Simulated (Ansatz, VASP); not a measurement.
# Cross-check of Sn between VASP and Ansatz, part 2 of 2

One calculation is typed for both programs; each brings its own data sets. How far apart do they land? The cell is taken from a series of runs on this material, whose earlier steps may have relaxed, scaled, displaced or heated it; both programs get it as it stands.

VASP 6.6.1 and Ansatz 0.2.0.

So far: The starting structure; Ansatz: zone-centre phonons, PBEsol, pair 1; VASP: zone-centre phonons, PBEsol, pair 1; Side by side.

## Step 5: VASP: zone-centre phonons, PBEsol, pair 2

Level of this step: PBEsol; plane waves and PAW (Sn_d) (VASP).

Second derivatives magnify differences that forces hide, and they need a tight electronic threshold. The cell compared in this pair holds 67.15 Å³, against 65.75 Å³ for the pair before.

File INCAR:

```
SYSTEM = Sn
PREC = Accurate
ENCUT = 500
EDIFF = 1E-08
NELM = 120
ISMEAR = 1
SIGMA = 0.2
LREAL = .FALSE.
ALGO = Normal
GGA = PS
NBANDS = 20
LORBIT = 11
LWAVE = .FALSE.
LCHARG = .FALSE.
ISIF = 2
IBRION = 8
LASPH = .TRUE.
GGA_COMPAT = .FALSE.
KPAR = 2
```

File POSCAR:

```
Sn
1.0
    0.0000000000      3.2260888123      3.2260888123
    3.2260888123      0.0000000000      3.2260888123
    3.2260888123      3.2260888123      0.0000000000
Sn
2
Direct
    0.5000000000      0.5000000000      0.5000000000
    0.7500000000      0.7500000000      0.7500000000
```

File KPOINTS:

```
Automatic mesh
0
Gamma
12 12 12
0 0 0
```

PAW data sets: Sn_d (PBE family, release 64).

Command:

```console
mpirun -np 2 vasp_std
```

Numbers of over 12 decimals in the logs are rounded to 6 here.

Log:

```text
[banner, memory and clock lines left out]
running    2 mpi-ranks, on    1 nodes
[...]
[... a notice as in an earlier step ...]

 LDA part: xc-table for (Slater+PW92), standard interpolation
 POSCAR, INCAR and KPOINTS ok, starting setup
[...]
entering main loop
       N       E                     dE             d eps       ncg     rms          rms(c)
DAV:   1     0.220237480131E+03    0.22024E+03   -0.14806E+04  2892   0.200E+03
DAV:   2     0.144106341542E+02   -0.20583E+03   -0.20205E+03  2892   0.440E+02
DAV:   3    -0.783694229914E+01   -0.22248E+02   -0.22098E+02  3284   0.141E+02
DAV:   4    -0.853621886464E+01   -0.69928E+00   -0.69889E+00  3256   0.283E+01
[...]
DAV:  12    -0.845001905467E+01    0.10244E-06   -0.20600E-07  3348   0.508E-03    0.330E-04
DAV:  13    -0.845001904023E+01    0.14438E-07   -0.13045E-08  2572   0.888E-04    0.533E-05
DAV:  14    -0.845001904906E+01   -0.88276E-08   -0.12999E-09  1872   0.369E-04
   1 F= -.84500190E+01 E0= -.84498472E+01  d E =-.515616E-03
 Linear response reoptimize wavefunctions to high precision
DAV:   1    -0.845001904939E+01   -0.33015E-09   -0.46035E-10  1888   0.259E-04
DAV:   2    -0.845001904935E+01    0.37289E-10   -0.22454E-10  1656   0.171E-04
 Linear response DOF=           1
 Linear response progress:
  Degree of freedom:   1/  1
       N       E                     dE             d eps       ncg     rms          rms(c)
RMM:   1    -0.213964990011E+00   -0.21396E+00    0.57806E-01 14030   0.101E+01
RMM:   2    -0.220614666000E+00   -0.66497E-02   -0.20023E-02 19613   0.118E+00    0.725E-02
RMM:   3    -0.220801072071E+00   -0.18641E-03   -0.16566E-03 20625   0.327E-01    0.340E-02
RMM:   4    -0.220724180026E+00    0.76892E-04   -0.11316E-04 20573   0.990E-02    0.115E-02
[...]
RMM:  11    -0.220713648357E+00    0.28907E-07   -0.30456E-08 21544   0.129E-04    0.633E-06
RMM:  12    -0.220713617781E+00    0.30576E-07    0.52045E-08 22908   0.779E-05    0.624E-06
RMM:  13    -0.220713607915E+00    0.98655E-08   -0.15815E-09 22134   0.559E-05    0.318E-06
 first order change of Fermi-energy   0.80647E-04
 force on displaced ion       1 direction 1 :  -7.922   0.000   0.000
 Linear response finished
```

Parts of OUTCAR (step 5):

```text
  Total        0.7516439      0.7516439      0.7516439      0.0000000      0.0000000     -0.0000000
  in kB       17.9334468     17.9334468     17.9334468      0.0000000      0.0000000     -0.0000000
  external PRESSURE =      17.9334468 kB  Pullay stress =       0.0000000 kB

 POSITION                                       TOTAL-FORCE (eV/Angst)
 -----------------------------------------------------------------------------------
      3.22609      3.22609      3.22609        -0.000000      0.000000     -0.000000
      4.83913      4.83913      4.83913         0.000000     -0.000000      0.000000
 -----------------------------------------------------------------------------------
    total drift:                                0.000000      0.000000      0.000000

[... 1 part as in an earlier step ...]

[... 1 further part left out ...]
```

## Step 6: Ansatz: zone-centre phonons, PBEsol, pair 2

The same cell, functional, mesh and smearing now go to Ansatz, which takes its cutoff from its data sets.

The cell is taken from a series of runs on this material, whose earlier steps may have relaxed, scaled, displaced or heated it; both programs get it as it stands.

File input.yaml:

```yaml
crystal:
  lattice:
    - [0.0, 3.2260888123, 3.2260888123]
    - [3.2260888123, 0.0, 3.2260888123]
    - [3.2260888123, 3.2260888123, 0.0]
  atoms:
    - { symbol: Sn, position: [0.5, 0.5, 0.5] }
    - { symbol: Sn, position: [0.75, 0.75, 0.75] }
kpoints:
  mp_grid: { grid: [12, 12, 12] }
hamiltonian:
  xc: pbesol
  pseudopotentials: { kind: paw, azcp: { folder: soft_1 }, xc_functional: pbe }
scf:
  occupations: { method: methfessel_paxton, width: 0.2 }
output:
  eigenvalues: true
phonons:
  method: dfpt
```

Command:

```console
ansatz run input.yaml --threads 4 --pin off --max-ram 10240MiB --backend cpu --events-out ev --progress --plain --runs-dir out
```

Log:

```text
[...]
Crystal: 2 atoms, lattice volume = 67.152 Å³
Basis set: ecut = 420 eV, 1363 PW (Γ), exchange–correlation on 64×64×64 points (8 copies of the dense FFT grid, shifted against one another)
Bands: 18, of which v1, the nominal top of the filled ones, is band 14 counted from 1 (13 counted from 0)
Symmetry: 48 space group operations
k-points: 163 of 1728 (irreducible under 8 space group operations, time reversal used)
[...]
k-point 1: bands = [... 10 lower, -2.7282, 6.4313, 7.8928, 7.8928, 8.5011, 10.2890, 10.2890, 10.4035]
  k-point 2: bands = [... 10 lower, -2.5249, 5.1348, 7.5826, 7.5826, 8.5115, 10.6802, 10.6802, 11.3140]
  k-point 162: bands = [... 10 lower, 0.4229, 0.4229, 4.8173, 4.8173, 11.3967, 11.3967, 11.9365, 11.9365]
[...]
ASR residual: 3.032e-7 → 0.000e0 eV/Å²; symmetrization residual: 4.270e-12 eV/Å²
  ASR residual per site (eV/Å²): 3.03e-7 3.03e-7
  Γ frequencies (cm⁻¹): 0.00 0.00 0.00 189.97 189.97 189.97
[...]
[key lines of the parts left out:]
SCF converged after 10 iterations
Free energy (F): -11899.630630 eV
Fermi energy:    7.960912 eV
```

## Step 7: Comparison

Both answers:

| quantity | Ansatz | VASP | difference |
| --- | --- | --- | --- |
| optical mode 1 to 3 (cm⁻¹) | 190.0 | 190.5 | -0.28 % |

Modes are paired by rising frequency, not by their patterns, so a pair may set unlike modes beside each other; they are those without the splitting of longitudinal modes.

## Step 8: Outcome

```yaml
r_m_s_difference_of_the_optical_zone_centre_modes_each_program_s_sorted_by_frequency_zone_centre_phonons_pbesol_pair_1: 0.39 cm⁻¹
r_m_s_difference_of_the_optical_zone_centre_modes_each_program_s_sorted_by_frequency_zone_centre_phonons_pbesol_pair_2: 0.54 cm⁻¹
```

In words: The r.m.s. difference of the optical zone-centre modes, each program's sorted by frequency is 0.39 cm⁻¹ (zone-centre phonons, PBEsol, pair 1). How closely two codes agree says nothing of how well the functional describes the real material.

[Lines on the potential files, build, host, timing and source positions are cut from VASP's logs without a mark.]

[Logs are printed without paths, hosts, clocks, repeated set-up lines and the standing remarks that a program may print on its own settings, such as how far it seeks lower states.]

[Hosts, paths, dates, database ids (printed as entryN), source tags and the programs' standing remarks are cut or masked in the printed files.]
